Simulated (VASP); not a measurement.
The system is InSe.

```
CELL_PARAMETERS angstrom
4.03211 0.00000 0.00000
-2.01605 3.49191 0.00000
0.00000 0.00000 16.74723
ATOMIC_POSITIONS crystal
In 0.33333 0.66667 0.16660
In 0.66667 0.33333 0.66660
In 0.33333 0.66667 0.33340
In 0.66667 0.33333 0.83340
Se 0.33333 0.66667 0.58966
Se 0.66667 0.33333 0.08966
Se 0.33333 0.66667 0.91034
Se 0.66667 0.33333 0.41034
```

The cell was built by a generator and needn't be a form met in nature.

Base run:

```yaml
Program: VASP 6.6.1
Functional: PBE
Potentials_or_basis: VASP PAW PBE potentials, release 64 (In_d, Se)
Cutoff: 400 eV
k_mesh: 12 × 12 × 2
Occupations: gaussian, width 0.02 eV
Spin: no spin polarisation
```

Its results: band gap on the k mesh 0.35 eV, direct.

Question: The run is repeated on the same cell with these changes: functional from PBE to TB-mBJ; further incar settings from ALGO = Normal; EDIFF = 1e-06; NBANDS = 48 to ALGO = Normal; EDIFF = 1e-06. What comes out?

Answer: Band gap on the k mesh 1.16 eV, direct.

Caveats: spin-orbit coupling is left out, which moves the levels of the heavy elements.

Not every run made on this cell is shown here.
